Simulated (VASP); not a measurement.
Given:

```
CELL_PARAMETERS angstrom
      5.98297     0.00000     0.00000
     -2.99148     5.18140     0.00000
      0.00000     0.00000     4.82840
ATOMIC_POSITIONS crystal
  Ti 0.16162 0.32325 0.25000
  Ti 0.83837 0.67675 0.75000
  Ti 0.83837 0.16162 0.75000
  Ti 0.16162 0.83837 0.25000
  Ti 0.67675 0.83837 0.25000
  Ti 0.32325 0.16162 0.75000
  Pb 0.33333 0.66667 0.75000
  Pb 0.66667 0.33333 0.25000
```

Computed with PBEsol GGA, VASP's PBE PAW potentials (set 64) (plane waves; VASP). Numerical set-up: 300 eV cut-off, 4×4×5 Γ-centred mesh, Gaussian smearing of 0.14 eV, potentials Ti_sv Pb_d.

At this cut-off the stress carries a Pulay error, which pulls relaxed volumes low. Unless said otherwise, spin-orbit coupling is left out, though it shifts the bands of the heavy elements here.

Problem. Predict the energy per atom (σ→0), pressure, band gap (on the k-mesh) with the smallest direct gap where there is one.

Solution. 
```yaml
band gap (on the k-mesh): none (metal, semimetal or under 0.01 eV)
energy per atom (σ→0): -7.351 eV/atom
pressure: -5.16 GPa
```

Only differences to runs with the same potentials and settings are physical.

The structure comes from a computed database's Ti3Pb entry (P6_3/mmc); how it stands against other phases isn't given here. The cell was not relaxed at this level. The k-mesh is coarse (spacing up to 0.30 per Å, 2π included), so the numbers may not be converged in it.
